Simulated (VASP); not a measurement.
Input of a VASP 6.6.1 run:

INCAR

```
PREC = Accurate ; ENCUT = 520
EDIFF = 1E-6 ; ISMEAR = 1
SIGMA = 0.3 ; LREAL = False
LASPH = True ; NELM = 100
ALGO = Normal ; ISIF = 2
LWAVE = False ; LCHARG = False
GGA = PE ; NBANDS = 22
```

File KPOINTS:

```
regular mesh
0
Gamma
  10 10 7
```

POSCAR

```
YbB2
1.0
    3.2503000000      0.0000000000      0.0000000000
   -1.6251500000      2.8148420000      0.0000000000
    0.0000000000      0.0000000000      3.7315000000
Yb B
1 2
Direct
    0.0000000000      0.0000000000      0.0000000000
    0.3333333333      0.6666666667      0.5000000000
    0.6666666667      0.3333333333      0.5000000000
```

Potentials or basis: VASP PAW PBE potentials, release 64 (Yb, B).

Launch:

```bash
$ cat potpaw_PBE.64/Yb/POTCAR potpaw_PBE.64/B/POTCAR > POTCAR
$ mpirun -np 1 vasp_std > vasp.out
```

Task: Predict the band gap on the k mesh.

Result: None (metal or under the smearing width).

Task: What does it give for the pressure?

Result: 1.7 GPa.

Stress tensor (GPa, compression positive):
```
-1.22  0.00  0.00
 0.00 -1.22  0.00
 0.00  0.00  7.69
```

Caveat: without U or exact exchange the open f shell lies at the Fermi level, which spoils levels, moments and volumes. The run has no spin-orbit coupling, so splittings on Yb are missing.
